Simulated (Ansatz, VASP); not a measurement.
SrMg6Cr in VASP and in Ansatz

File INCAR:

```
PREC     = Accurate       # precision mode
ENCUT    = 520            # plane-wave cutoff, eV
EDIFF    = 1E-7           # SCF threshold, eV
ISMEAR   = -1             # smearing method
SIGMA    = 0.05           # smearing width, eV
LREAL    = F              # projectors in reciprocal space
LASPH    = T              # aspherical terms in the spheres
NELM     = 100            # most SCF steps
ALGO     = Normal         # electronic algorithm
ISIF     = 2              # what is computed and relaxed
LWAVE    = F              # write WAVECAR
LCHARG   = F              # write CHGCAR
ISPIN    = 2              # spin polarisation
MAGMOM   = 0 3 0 0 0 0 0 0 # initial moments
LORBIT   = 11             # projections on sites
LMAXMIX  = 4              # l up to which the mixer works
GGA      = PE             # functional
NBANDS   = 31             # bands
```

The input KPOINTS:

```
Automatic mesh
0
Gamma
  5 5 5
```

The input POSCAR:

```
SrMg6Cr
1.0
    5.1681599411      0.0000000000      0.0000000000
    0.0000000000      3.3187994988      5.7778934948
    0.0000000000     -3.3187994988      5.7778934948
Sr Cr Mg
1 1 6
Direct
    0.0000000000      0.8290620000      0.8290620000
    0.5000000000      0.6524330000      0.6524330000
    0.5000000000      0.1669280000      0.1669280000
    0.5000000000      0.6596790000      0.1906310000
    0.5000000000      0.1906310000      0.6596790000
    0.0000000000      0.3379250000      0.3379250000
    0.0000000000      0.8201270000      0.3432150000
    0.0000000000      0.3432150000      0.8201270000
```

input.yaml

```yaml
crystal:
  lattice:
    - [5.1681599411, 0.0, 0.0]
    - [0.0, 3.3187994988, 5.7778934948]
    - [0.0, -3.3187994988, 5.7778934948]
  atoms:
    - { symbol: Sr, position: [0.0, 0.829062, 0.829062] }
    - { symbol: Cr, position: [0.5, 0.652433, 0.652433], spin: 3.0 }
    - { symbol: Mg, position: [0.5, 0.166928, 0.166928] }
    - { symbol: Mg, position: [0.5, 0.659679, 0.190631] }
    - { symbol: Mg, position: [0.5, 0.190631, 0.659679] }
    - { symbol: Mg, position: [0.0, 0.337925, 0.337925] }
    - { symbol: Mg, position: [0.0, 0.820127, 0.343215] }
    - { symbol: Mg, position: [0.0, 0.343215, 0.820127] }
hamiltonian:
  xc: pbe
  pseudopotentials: { kind: paw }
magnetization:
  spin_polarized: true
kpoints:
  mp_grid: { grid: [5, 5, 5] }
scf:
  occupations: { method: fermi_dirac, width: 0.05 }
output:
  forces: true
  stress: true
  eigenvalues: true
```

Change from the starting cell: volume scaled by 0.98.

Alike in both runs: task single point; functional PBE; k mesh 5 × 5 × 5; occupations fermi-dirac, width 0.05 eV; collinear spin, ferromagnetic start.

```csv
,VASP,Ansatz
version,VASP 6.6.1,Ansatz 0.2.0
potentials or method,"VASP PAW PBE potentials, release 64 (Sr_sv, Cr_pv, Mg)",Ansatz PAW
plane-wave cutoff (eV),520,420
valence electrons in the cell,34,84
```

VASP gave:

```
gap on the k mesh at the Fermi level (eV)                     : none
pressure (GPa)                                                : 0.7
rms of the force components (eV/Å)                            : 0.029
net moment per atom (μB)                                      : 0.55
size of the moment on the site where the two differ most (μB) : 3.85
```

**Question.** Which values does Ansatz return?

**Answer.** gap on the k mesh at the Fermi level (eV): none; pressure (GPa): 0.7; rms of the force components (eV/Å): 0.028; net moment per atom (μB): 0.55; size of the moment on the site where the two differ most (μB): 3.98.

Site moments also hang on the region over which each program counts them. Atom by atom the forces differ by 0.002 eV/Å (rms over components). A gap of «none» marks a metal or a gap that the smearing closes. The two sets of potentials don't hold the same shells in valence.
